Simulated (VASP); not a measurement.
These are PBE GGA with D3 dispersion (zero damping), VASP's PBE PAW potentials (set 64) (plane waves; VASP) values and carry that method's errors.

VASP input:

KPOINTS:
```
Automatic mesh
0
Gamma
20 20 20
0 0 0
```

### POSCAR
```
Ni
1
    0.0000000000     1.7374794237     1.7374794237
    1.7374794237     0.0000000000     1.7374794237
    1.7374794237     1.7374794237     0.0000000000
Ni
1
Direct
  0.0000000000   0.0000000000   0.0000000000
```

### INCAR
```
# general
SYSTEM  = Ni
PREC    = Accurate
ENCUT   = 520
LREAL   = .FALSE.   # projection in real space or not
LASPH   = .TRUE.

# electronic loop
EDIFF   = 1E-7
NELM    = 100   # most electronic steps
ALGO    = Normal   # blocked Davidson
LMAXMIX = 4

# smearing
ISMEAR  = -5   # tetrahedra, Bloechl

# functional
GGA     = PE
IVDW    = 11

# spin
ISPIN   = 2   # spin-polarised
MAGMOM  = 0.6

# ions
ISIF    = 2

# output
LWAVE   = .FALSE.
LCHARG  = .TRUE.
LORBIT  = 11
NEDOS   = 601
```

POTCAR, in this order: Ni (PBE.64 set). Program: vasp_std.

### Question
Predict the energy per atom (σ→0), cell moment, dispersion energy, band gap (on the k-mesh).

### Answer

| Quantity | Value |
|---|---|
| energy per atom (σ→0) | -5.873 eV/atom |
| cell moment | 0.61 μB |
| dispersion energy | -0.411 eV |
| band gap (on the k-mesh) | none (metal, semimetal or under 0.01 eV) |

OSZICAR:
```
...
DAV:   9    -0.546198465178E+01    0.23423E-02   -0.16781E-03 13631   0.415E-01    0.258E-01
DAV:  10    -0.546148249559E+01    0.50216E-03   -0.42108E-04 12820   0.173E-01    0.376E-02
DAV:  11    -0.546145666595E+01    0.25830E-04   -0.66446E-05 11834   0.971E-02    0.318E-02
DAV:  12    -0.546145553822E+01    0.11277E-05   -0.13728E-06 11010   0.172E-02    0.124E-02
DAV:  13    -0.546145738117E+01   -0.18429E-05   -0.47236E-07  9949   0.999E-03    0.429E-03
DAV:  14    -0.546145756154E+01   -0.18037E-06   -0.47676E-08  4789   0.341E-03    0.943E-04
DAV:  15    -0.546145757008E+01   -0.85415E-08   -0.23538E-09  4724   0.711E-04
   1 F= -.58727312E+01 E0= -.58727312E+01  d E =0.000000E+00  mag=     0.6054
```

The compound is Ni in the fcc structure. It was relaxed first.
